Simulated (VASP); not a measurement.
Crystal: Sn2GeO2.

```xyz
5
Lattice="3.8500 0.0000 0.0000 -1.9250 3.3342 0.0000 0.0000 0.0000 6.9300" Properties=species:S:1:pos:R:3 pbc="T T T"
Sn    1.9250    1.1114    4.9896
Sn    0.0000    2.2228    1.9404
Ge    0.0000    0.0000    0.0000
O     0.0000    2.2228    4.3659
O     1.9250    1.1114    2.5641
```

The cell was built by a generator and needn't be a form met in nature.

```yaml
Program: VASP 6.6.1
Task: relaxation of cell and atoms
Functional: PBE
Potentials_or_basis: VASP PAW PBE potentials, release 64 (Sn_d, Ge_d, O)
Cutoff: 520 eV
k_mesh: 4 × 4 × 2
Occupations: gaussian, width 0.15 eV
Spin: no spin polarisation
```

At the start: pressure -2.9 GPa; volume 17.79 Å³/atom.

**Question.** Where does the relaxation end?

**Answer.** Over 10 steps the energy falls by 75.5 meV/atom and the volume is 17.84 Å³/atom (+0.3 %); space group P-3m1 (No. 164, to 0.05 Å).

Step by step:
```csv
step,energy change (eV),largest force (eV/Å),pressure (GPa),volume (Å³)
1,0.0000,0.9089,-2.95,88.96
2,-0.1282,0.7008,2.40,84.80
3,-0.1307,0.6974,3.22,84.22
4,-0.2510,0.4227,2.76,85.46
5,-0.3469,0.2485,2.02,87.14
6,-0.3532,0.4110,2.00,87.74
7,-0.3565,0.2544,-2.38,91.35
8,-0.3725,0.0646,-0.41,89.57
9,-0.3726,0.0601,-0.61,89.62
10,-0.3774,0.0233,-0.38,89.19
```

Final structure:
```xyz
5
Lattice="3.7195 0.0000 0.0000 -1.8598 3.2212 0.0000 0.0000 0.0000 7.4444" Properties=species:S:1:pos:R:3 pbc="T T T"
Sn    1.8598    1.0737    5.2113
Sn    0.0000    2.1475    2.2331
Ge   -1.8598    3.2212    0.0000
O     0.0000    2.1475    4.5035
O     1.8598    1.0737    2.9409
```

Caveat: the k mesh is coarse (spacing up to 0.47 Å⁻¹), so the values aren't converged.
